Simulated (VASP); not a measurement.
Given:

```
CELL_PARAMETERS angstrom
      0.00000     3.35236     3.35236
      3.35236     0.00000     3.35236
      3.35236     3.35236     0.00000
ATOMIC_POSITIONS crystal
  Na 0.00000 0.00000 0.00000
  I  0.50000 0.50000 0.50000
```

Method: RPBE GGA, VASP's PBE PAW potentials (set 64) (plane waves; VASP). Numerical set-up: 520 eV cut-off, 8×8×8 Γ-centred mesh, tetrahedra with Blöchl corrections, potentials Na_pv I.

Unless said otherwise, spin-orbit coupling is left out, though it shifts the bands of the heavy elements here.

### Question
Predict the energy per atom (σ→0), band gap (on the k-mesh) with the smallest direct gap where there is one.

### Answer

```yaml
band gap (on the k-mesh): 3.64 eV
smallest direct gap (on the k-mesh): 3.64 eV
energy per atom (σ→0): -2529 meV/atom
```

The compound is NaI in the rock salt structure. It was relaxed first, which changed the volume by +11 %.
